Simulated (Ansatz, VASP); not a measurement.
# GaN: VASP beside Ansatz, part 2 of 2

Wanted: the spread between two codes on one cell, functional and k mesh. The structure shown comes from an earlier Ansatz run, which isn't shown and may have moved the atoms alone.

VASP 6.6.1 and Ansatz 0.2.0.

So far: The starting structure; Ansatz: elastic constants, LDA.

## Step 3: VASP: elastic constants, LDA

Level of this step: LDA; plane waves and PAW (Ga_d, N) (VASP).

The same cell, functional (in two slightly different forms) and mesh now go to VASP, with its own data sets.

Lines of VASP's logs that name or quote its potential files are left out, and so is its time.

The input, INCAR:

```
SYSTEM = GaN
PREC = Accurate
ENCUT = 600
EDIFF = 1E-08
NELM = 120
ISMEAR = 0
SIGMA = 0.01
LREAL = .FALSE.
ALGO = Normal
GGA = CA
NBANDS = 24
LORBIT = 11
LWAVE = .FALSE.
LCHARG = .FALSE.
ISIF = 3
IBRION = 6
NFREE = 2
POTIM = 0.015
NSW = 1
LASPH = .TRUE.
GGA_COMPAT = .FALSE.
EFERMI = MIDGAP
KPAR = 2
```

The input, POSCAR:

```
GaN
1.0
    3.1516453345      0.0000000000      0.0000000000
   -1.5758226673      2.7294049234      0.0000000000
    0.0000000000      0.0000000000      5.1382747378
Ga N
2 2
Direct
    0.3333333333      0.6666666667      0.9993001964
    0.6666666667      0.3333333333      0.4993001964
    0.3333333333      0.6666666667      0.3756998036
    0.6666666667      0.3333333333      0.8756998036
```

The input, KPOINTS:

```
Automatic mesh
0
Gamma
9 9 6
0 0 0
```

Potentials, in the order of the species: Ga_d and N (LDA family, release 64).

The run is started by

```sh
> mpirun -np 2 vasp_std
```

Numbers of over 12 decimals in the logs are rounded to 6 here.

The program printed:

```text
[banner, memory and clock lines left out]
running    2 mpi-ranks, on    1 nodes
 distrk:  each k-point on    1 cores,    2 groups
 distr:  one band on    1 cores,    1 groups

 POSCAR found type information on POSCAR GaN
 POSCAR found :  2 types and       4 ions
 LDA part: xc-table for (Slater(with rela. corr.)+CA(PZ))
 , standard interpolation
 POSCAR, INCAR and KPOINTS ok, starting setup
 FFT: planning ... GRIDC
 FFT: planning ... GRID_SOFT
 FFT: planning ... GRID
 WAVECAR not read
 entering main loop
       N       E                     dE             d eps       ncg     rms          rms(c)
DAV:   1     0.289240247460E+03    0.28924E+03   -0.19645E+04  2416   0.307E+03
DAV:   2     0.360382784661E+01   -0.28564E+03   -0.27309E+03  2576   0.550E+02
DAV:   3    -0.311126499068E+02   -0.34716E+02   -0.34406E+02  2824   0.151E+02
DAV:   4    -0.320615133617E+02   -0.94886E+00   -0.94769E+00  2744   0.279E+01
DAV:   5    -0.320810713258E+02   -0.19558E-01   -0.19551E-01  2824   0.364E+00    0.108E+01
DAV:   6    -0.279327653604E+02    0.41483E+01   -0.12788E+01  3992   0.553E+01    0.311E+00
DAV:   7    -0.279710633925E+02   -0.38298E-01   -0.13992E+00  2480   0.906E+00    0.258E+00
DAV:   8    -0.279322729412E+02    0.38790E-01   -0.27636E-01  3912   0.627E+00    0.108E+00
DAV:   9    -0.279097831951E+02    0.22490E-01   -0.84459E-02  3888   0.470E+00    0.313E-01
DAV:  10    -0.279105442386E+02   -0.76104E-03   -0.53624E-03  2536   0.593E-01    0.117E-01
DAV:  11    -0.279103076714E+02    0.23657E-03   -0.12603E-03  3640   0.648E-01    0.383E-02
DAV:  12    -0.279103206518E+02   -0.12980E-04   -0.13160E-04  2424   0.768E-02    0.463E-02
DAV:  13    -0.279103448249E+02   -0.24173E-04   -0.23468E-05  3848   0.433E-02    0.777E-02
DAV:  14    -0.279103976708E+02   -0.52846E-04   -0.47507E-05  3680   0.555E-02    0.125E-01
DAV:  15    -0.279104515751E+02   -0.53904E-04   -0.26684E-05  4056   0.544E-02    0.156E-01
DAV:  16    -0.279104553219E+02   -0.37469E-05   -0.26998E-06  2384   0.108E-02    0.159E-01
DAV:  17    -0.279103840802E+02    0.71242E-04   -0.40098E-05  3904   0.785E-02    0.126E-01
DAV:  18    -0.279103216465E+02    0.62434E-04   -0.95689E-05  3960   0.105E-01    0.682E-02
DAV:  19    -0.279103101953E+02    0.11451E-04   -0.35132E-05  3680   0.492E-02    0.350E-02
DAV:  20    -0.279103083722E+02    0.18231E-05   -0.40335E-06  3296   0.148E-02    0.227E-02
DAV:  21    -0.279103079846E+02    0.38758E-06   -0.10071E-06  3464   0.722E-03    0.153E-02
DAV:  22    -0.279103078763E+02    0.10829E-06   -0.24339E-07  2944   0.356E-03    0.830E-03
DAV:  23    -0.279103078616E+02    0.14707E-07   -0.42930E-08  2296   0.234E-03    0.327E-03
DAV:  24    -0.279103078603E+02    0.13433E-08   -0.23886E-09  1184   0.111E-03
   1 F= -.27910308E+02 E0= -.27910308E+02  d E =0.000000E+00
[... from here on, the cycles between the ionic steps are left out ...]
   2 F= -.27901466E+02 E0= -.27901466E+02  d E =0.000000E+00
  13 F= -.27906753E+02 E0= -.27906753E+02  d E =0.000000E+00
  14 F= -.27908714E+02 E0= -.27908714E+02  d E =0.000000E+00
  15 F= -.27908714E+02 E0= -.27908714E+02  d E =0.000000E+00
  16 F= -.27907909E+02 E0= -.27907909E+02  d E =0.000000E+00
  17 F= -.27907960E+02 E0= -.27907960E+02  d E =0.000000E+00
  18 F= -.27908689E+02 E0= -.27908689E+02  d E =0.000000E+00
  19 F= -.27908689E+02 E0= -.27908689E+02  d E =0.000000E+00
  20 F= -.27908194E+02 E0= -.27908194E+02  d E =0.000000E+00
 Finite differences progress:
  Degree of freedom:  10/ 10
  Displacement:        1/  2
  Total:              19/ 20
 bond charge predicted
       N       E                     dE             d eps       ncg     rms          rms(c)
DAV:   1    -0.279057096933E+02    0.24840E-02   -0.31295E+00  3088   0.984E+00    0.210E-01
DAV:   2    -0.279085052706E+02   -0.27956E-02   -0.48674E-02  3896   0.328E+00    0.118E-01
DAV:   3    -0.279081479773E+02    0.35729E-03   -0.30942E-03  3352   0.562E-01    0.391E-02
DAV:   4    -0.279081534494E+02   -0.54722E-05   -0.49507E-04  3624   0.189E-01    0.179E-02
DAV:   5    -0.279081510547E+02    0.23948E-05   -0.20871E-05  3600   0.106E-01    0.109E-02
DAV:   6    -0.279081501705E+02    0.88415E-06   -0.48728E-06  3888   0.250E-02    0.245E-03
DAV:   7    -0.279081501794E+02   -0.88858E-08   -0.62752E-07  3176   0.979E-03    0.691E-04
DAV:   8    -0.279081501826E+02   -0.32169E-08   -0.99086E-08  4648   0.876E-03
  21 F= -.27908150E+02 E0= -.27908150E+02  d E =0.000000E+00
 Finite differences progress:
  Degree of freedom:  10/ 10
  Displacement:        2/  2
  Total:              20/ 20
```

OUTCAR, selected parts (step 3):

```text
ion  position               nearest neighbor table
   1  0.333  0.667  0.999-   4 1.93   4 1.93   4 1.93   3 1.93
   2  0.667  0.333  0.499-   3 1.93   3 1.93   3 1.93   4 1.93
   3  0.333  0.667  0.376-   2 1.93   2 1.93   2 1.93   1 1.93
   4  0.667  0.333  0.876-   1 1.93   1 1.93   1 1.93   2 1.93

  LATTYP: Found a hexagonal cell.
 ALAT       =     3.1516453345
 C/A-ratio  =     1.6303467530

 Subroutine GETGRP returns: Found 12 space group operations
 (whereof  6 operations were pure point group operations)

The static configuration has the point symmetry C_3v.
 The point group associated with its full space group is C_6v.

 Found     48 irreducible k-points:

   k-points           NKPTS =     48   k-points in BZ     NKDIM =     48   number of bands    NBANDS=     24

   dimension x,y,z NGX =    28 NGY =   28 NGZ =   42
   dimension x,y,z NGXF=    56 NGYF=   56 NGZF=   84

   ENCUT  =  600.0 eV  44.10 Ry    6.64 a.u.   6.29  6.29 10.26*2*pi/ulx,y,z

   NELECT =      36.0000    total number of electrons

 k-points in reciprocal lattice and weights: Automatic mesh
   0.00000000  0.00000000  0.00000000       0.002
   0.11111111  0.00000000  0.00000000       0.012
   0.22222222  0.00000000  0.00000000       0.012
   0.33333333  0.00000000  0.00000000       0.012
   0.44444444  0.00000000  0.00000000       0.012
   0.11111111  0.11111111  0.00000000       0.012
   0.22222222  0.11111111  0.00000000       0.025
   0.33333333  0.11111111  0.00000000       0.025
   0.44444444  0.11111111  0.00000000       0.012
[...]
0.33333333  0.22222222  0.50000000       0.025
   0.33333333  0.33333333  0.50000000       0.004

 average (electrostatic) potential at core
       1 -64.3445       2 -64.3641       3 -61.6144       4 -61.6191

 E-fermi :   6.5180

 k-point     1 :       0.0000    0.0000    0.0000
  band No.  band energies     occupation
    ...
     14       4.3574      2.00000
     15       4.3574      2.00000
     16       5.3715      2.00000
     17       5.4501      2.00000
     18       5.4501      2.00000
     19       7.5859      0.00000
     20       9.8398      0.00000
     21      14.6501      0.00000
     22      15.3460      0.00000
     23      15.3460      0.00000
    ...

 k-point     2 :       0.1111    0.0000    0.0000
  band No.  band energies     occupation
    ...
     14       3.4693      2.00000
     15       4.0944      2.00000
     16       4.4989      2.00000
     17       5.2424      2.00000
     18       5.3358      2.00000
     19       8.4289      0.00000
     20      10.5542      0.00000
     21      14.2095      0.00000
     22      14.6564      0.00000
     23      15.6601      0.00000
    ...

 k-point     3 :       0.2222    0.0000    0.0000
  band No.  band energies     occupation
    ...
     14       1.7190      2.00000
     15       2.9542      2.00000
     16       3.5138      2.00000
     17       4.8192      2.00000
     18       5.0258      2.00000
     19       9.6156      0.00000
     20      11.4357      0.00000
     21      13.0098      0.00000
     22      14.0876      0.00000
     23      15.6935      0.00000
    ...

[...]
...
     14       2.3853      2.00000
     15       3.0395      2.00000
     16       3.8709      2.00000
     17       4.9758      2.00000
     18       4.9870      2.00000
     19       9.3766      0.00000
     20      11.4986      0.00000
     21      13.6232      0.00000
     22      13.6551      0.00000
     23      16.0309      0.00000
    ...

  Total        0.2012035      0.2012035      0.4588924     -0.0000000      0.0000000     -0.0000000
  in kB        7.2932890      7.2932890     16.6340796     -0.0000000      0.0000000     -0.0000000
  external PRESSURE =      10.4068858 kB  Pullay stress =       0.0000000 kB

  energy-cutoff  :      600.00
  volume of cell :       44.20
      direct lattice vectors                 reciprocal lattice vectors
     3.151645334  0.000000000  0.000000000     0.317294585  0.183190114  0.000000000
    -1.575822667  2.729404923  0.000000000     0.000000000  0.366380229  0.000000000
     0.000000000  0.000000000  5.138274738     0.000000000  0.000000000  0.194617853

 POSITION                                       TOTAL-FORCE (eV/Angst)
 -----------------------------------------------------------------------------------
     -0.00000      1.81960      5.13468        -0.000000      0.000000     -0.118516
      1.57582      0.90980      2.56554        -0.000000     -0.000000     -0.077036
     -0.00000      1.81960      1.91545         0.000000      0.000000      0.291582
      1.57582      0.90980      4.49959         0.000000      0.000000     -0.096031
 -----------------------------------------------------------------------------------
    total drift:                               -0.000000     -0.000000     -0.000352

  FREE ENERGIE OF THE ION-ELECTRON SYSTEM (eV)
  ---------------------------------------------------
  free  energy   TOTEN  =       -27.9081501826 eV

  energy  without entropy=      -27.9081501826  energy(sigma->0) =      -27.90815018

  SYMMETRIZED ELASTIC MODULI (kBar)
 Direction    XX          YY          ZZ          XY          YZ          ZX
 --------------------------------------------------------------------------------
 XX        4405.9117   1100.8780    661.4041     -0.0000      0.0000     -0.0000
 YY        1100.8780   4405.9117    661.4041     -0.0000      0.0000      0.0000
 ZZ         661.4041    661.4041   4829.4941     -0.0000      0.0000      0.0000
 XY          -0.0000     -0.0000     -0.0000   1652.5168      0.0000      0.0000
 YZ           0.0000      0.0000      0.0000      0.0000   1147.4719     -0.0000
 ZX          -0.0000     -0.0000      0.0000      0.0000     -0.0000   1147.4719
 --------------------------------------------------------------------------------

 Eigenvectors and eigenvalues of the dynamical matrix
 ----------------------------------------------------

   1 f  =   21.046808 THz   132.240993 2PiTHz  702.045936 cm-1    87.042563 meV
             X         Y         Z           dx          dy          dz
     -0.000000  1.819603  5.134679     0.000000   -0.000000    0.038878
      1.575823  0.909802  2.565542     0.000000   -0.000000   -0.038878
     -0.000000  1.819603  1.930449     0.000000   -0.000000   -0.706037
      1.575823  0.909802  4.499586    -0.000000    0.000000    0.706037

   2 f  =   17.233387 THz   108.280561 2PiTHz  574.843899 cm-1    71.271528 meV
             X         Y         Z           dx          dy          dz
     -0.000000  1.819603  5.134679     0.166669   -0.181603    0.000000
      1.575823  0.909802  2.565542    -0.166669    0.181603    0.000000
     -0.000000  1.819603  1.930449     0.448130   -0.488284   -0.000000
      1.575823  0.909802  4.499586    -0.448130    0.488284   -0.000000

   3 f  =   17.233387 THz   108.280561 2PiTHz  574.843899 cm-1    71.271528 meV
             X         Y         Z           dx          dy          dz
     -0.000000  1.819603  5.134679    -0.181603   -0.166669    0.000000
      1.575823  0.909802  2.565542     0.181603    0.166669   -0.000000
     -0.000000  1.819603  1.930449    -0.488284   -0.448130   -0.000000
      1.575823  0.909802  4.499586     0.488284    0.448130   -0.000000

   4 f  =   16.951032 THz   106.506473 2PiTHz  565.425554 cm-1    70.103802 meV
             X         Y         Z           dx          dy          dz
     -0.000000  1.819603  5.134679     0.195508   -0.213027    0.000000
      1.575823  0.909802  2.565542     0.195508   -0.213027    0.000000
     -0.000000  1.819603  1.930449    -0.436320    0.475417   -0.000000
      1.575823  0.909802  4.499586    -0.436320    0.475417   -0.000000

   5 f  =   16.951032 THz   106.506473 2PiTHz  565.425554 cm-1    70.103802 meV
             X         Y         Z           dx          dy          dz
     -0.000000  1.819603  5.134679    -0.213027   -0.195508    0.000000
      1.575823  0.909802  2.565542    -0.213027   -0.195508    0.000000
     -0.000000  1.819603  1.930449     0.475417    0.436320   -0.000000
      1.575823  0.909802  4.499586     0.475417    0.436320   -0.000000

   6 f  =   16.292609 THz   102.369481 2PiTHz  543.462937 cm-1    67.380786 meV
             X         Y         Z           dx          dy          dz
     -0.000000  1.819603  5.134679    -0.000000    0.000000    0.289007
      1.575823  0.909802  2.565542    -0.000000    0.000000    0.289007
     -0.000000  1.819603  1.930449     0.000000   -0.000000   -0.645349
      1.575823  0.909802  4.499586     0.000000   -0.000000   -0.645349

   7 f  =   10.132985 THz    63.667424 2PiTHz  338.000006 cm-1    41.906641 meV
             X         Y         Z           dx          dy          dz
     -0.000000  1.819603  5.134679     0.000000    0.000000    0.706037
      1.575823  0.909802  2.565542    -0.000000   -0.000000   -0.706037
     -0.000000  1.819603  1.930449    -0.000000    0.000000    0.038878
      1.575823  0.909802  4.499586     0.000000   -0.000000   -0.038878

   8 f  =    4.164615 THz    26.167045 2PiTHz  138.916590 cm-1    17.223454 meV
             X         Y         Z           dx          dy          dz
     -0.000000  1.819603  5.134679    -0.448196    0.488224   -0.000000
      1.575823  0.909802  2.565542     0.448196   -0.488224   -0.000000
     -0.000000  1.819603  1.930449     0.166693   -0.181581   -0.000000
      1.575823  0.909802  4.499586    -0.166693    0.181581   -0.000000

   9 f  =    4.164615 THz    26.167045 2PiTHz  138.916590 cm-1    17.223454 meV
             X         Y         Z           dx          dy          dz
     -0.000000  1.819603  5.134679     0.488224    0.448196   -0.000000
      1.575823  0.909802  2.565542    -0.488224   -0.448196   -0.000000
     -0.000000  1.819603  1.930449    -0.181581   -0.166693   -0.000000
      1.575823  0.909802  4.499586     0.181581    0.166693   -0.000000

  10 f/i=    0.000461 THz     0.002895 2PiTHz    0.015368 cm-1     0.001905 meV
             X         Y         Z           dx          dy          dz
     -0.000000  1.819603  5.134679    -0.621590    0.173270   -0.000000
      1.575823  0.909802  2.565542    -0.621590    0.173270   -0.000000
     -0.000000  1.819603  1.930449    -0.278525    0.077640   -0.000000
      1.575823  0.909802  4.499586    -0.278525    0.077640   -0.000000

  11 f/i=    0.000461 THz     0.002895 2PiTHz    0.015368 cm-1     0.001905 meV
             X         Y         Z           dx          dy          dz
     -0.000000  1.819603  5.134679    -0.173270   -0.621590    0.000000
      1.575823  0.909802  2.565542    -0.173270   -0.621590    0.000000
     -0.000000  1.819603  1.930449    -0.077640   -0.278525    0.000000
      1.575823  0.909802  4.499586    -0.077640   -0.278525    0.000000

  12 f/i=    0.003880 THz     0.024379 2PiTHz    0.129422 cm-1     0.016046 meV
             X         Y         Z           dx          dy          dz
     -0.000000  1.819603  5.134679     0.000000    0.000000    0.645349
      1.575823  0.909802  2.565542     0.000000    0.000000    0.645349
     -0.000000  1.819603  1.930449     0.000000    0.000000    0.289007
      1.575823  0.909802  4.499586     0.000000    0.000000    0.289007

 ELASTIC MODULI CONTR FROM IONIC RELAXATION (kBar)
 Direction    XX          YY          ZZ          XY          YZ          ZX
 --------------------------------------------------------------------------------
 XX        -715.5456    320.9351    372.8615      0.0000     -0.0000     -0.0000
 YY         320.9351   -715.5456    372.8615      0.0000      0.0000      0.0000
 ZZ         372.8615    372.8615   -704.6223     -0.0000      0.0000     -0.0000
 XY           0.0000      0.0000     -0.0000   -518.2403      0.0000     -0.0000
 YZ          -0.0000      0.0000      0.0000      0.0000   -192.6393      0.0000
 ZX          -0.0000      0.0000     -0.0000     -0.0000      0.0000   -192.6393
 --------------------------------------------------------------------------------

 TOTAL ELASTIC MODULI (kBar)
 Direction    XX          YY          ZZ          XY          YZ          ZX
 --------------------------------------------------------------------------------
 XX        3690.3661   1421.8131   1034.2655     -0.0000     -0.0000     -0.0000
 YY        1421.8131   3690.3661   1034.2655     -0.0000      0.0000      0.0000
 ZZ        1034.2655   1034.2655   4124.8718     -0.0000      0.0000     -0.0000
 XY          -0.0000     -0.0000     -0.0000   1134.2765      0.0000     -0.0000
 YZ          -0.0000      0.0000      0.0000      0.0000    954.8327     -0.0000
 ZX          -0.0000      0.0000     -0.0000     -0.0000     -0.0000    954.8326
 --------------------------------------------------------------------------------

 total charge
# of ion       s       p       d       tot
------------------------------------------
    1        0.802   0.949  10.199  11.951
    2        0.802   0.949  10.199  11.951
    3        1.206   2.513   0.000   3.719
    4        1.206   2.513   0.000   3.719
--------------------------------------------------
tot          4.017   6.926  20.398  31.340
```

CONTCAR:

```
GaN
   1.00000000000000
     3.1516453345000000    0.0000000000000000    0.0000000000000000
    -1.5758226673000000    2.7294049234000002    0.0000000000000000
     0.0000000000000000    0.0000000000000000    5.1382747377999998
  Ga              N
     2     2
Direct
     0.3333333332999970    0.6666666667000030    0.9993001964000001
     0.6666666667000030    0.3333333332999970    0.4993001964000001
     0.3333333332999970    0.6666666667000031    0.3727805357979784
     0.6666666667000030    0.3333333332999970    0.8756998035999999
```

Levels, forces or a CONTCAR printed for this step are those of its last displaced cell, not of the structure at rest.

## Step 4: Comparison

Known differences besides the potentials themselves: the two LDA forms differ slightly; fixed occupations in Ansatz, narrow Gaussian smearing in VASP; the cutoff is 420 eV in Ansatz and 600 eV in VASP; VASP's log shows a relativistic correction to its local exchange, Ansatz's none; VASP takes each elastic constant from one size of strain, Ansatz from those that its log lists. Total energies have different zeros and are not compared.

Compared:

```csv
quantity,Ansatz,VASP,difference
C11 (GPa),367.0,369.0,-0.55 %
C22 (GPa),367.0,369.0,-0.55 %
C33 (GPa),409.8,412.5,-0.66 %
C12 (GPa),138.1,142.2,-2.89 %
C13 (GPa),100.1,103.4,-3.18 %
C23 (GPa),100.1,103.4,-3.18 %
C44 (GPa),96.6,95.5,+1.17 %
C55 (GPa),96.6,95.5,+1.17 %
C66 (GPa),114.5,113.4,+0.92 %
```

## Step 5: Outcome

| Item | Value |
| --- | --- |
| difference in C13 (elastic constants, LDA) | -3.2 % |

The difference in C13 is -3.2 % (elastic constants, LDA), within the 5 % picked in this series as the mark of a large difference. Such differences can come from data sets, numerical settings and the points named under the comparisons, not from the functional's error against experiment.

[Lines on the potential files, build, host, timing and source positions are cut from VASP's logs without a mark.]

[Logs are printed without paths, hosts, clocks, repeated set-up lines and the standing remarks that a program may print on its own settings, such as how far it seeks lower states.]

[Hosts, paths, dates, database ids (printed as entryN), source tags and the programs' standing remarks are cut or masked in the printed files.]
